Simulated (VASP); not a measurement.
Ru (hcp) relaxed at rising pressure, in one space group throughout; other phases were not tried. The pressures are those reached. Calculation: PBE GGA, VASP's PBE PAW potentials (set 64) (plane waves; VASP).

```csv
P (GPa),V (Å³/atom),k-mesh
0.01,13.758,15×15×9
4.93,13.552,15×15×9
10.14,13.351,15×15×9
20.19,13.008,16×16×9
29.90,12.718,16×16×9
```

A change of mesh leaves a small step in the series.

Task: Fit an equation of state and predict the volume at 45.15 GPa.

Result: Least squares on the third-order Birch-Murnaghan form, P = (3B0/2)(y⁷ − y⁵)[1 + (3/4)(B′ − 4)(y² − 1)] with y = (V0/V)^(1/3), gives V0 = 13.758 Å³/atom, B0 = 314 GPa and B′ = 4.9, and so 12.326 Å³/atom. The run gave 12.324 Å³/atom, -0.0 % from the fit.

Pressures at which the relaxation failed are left out.

The compound is Ru in the hcp structure.
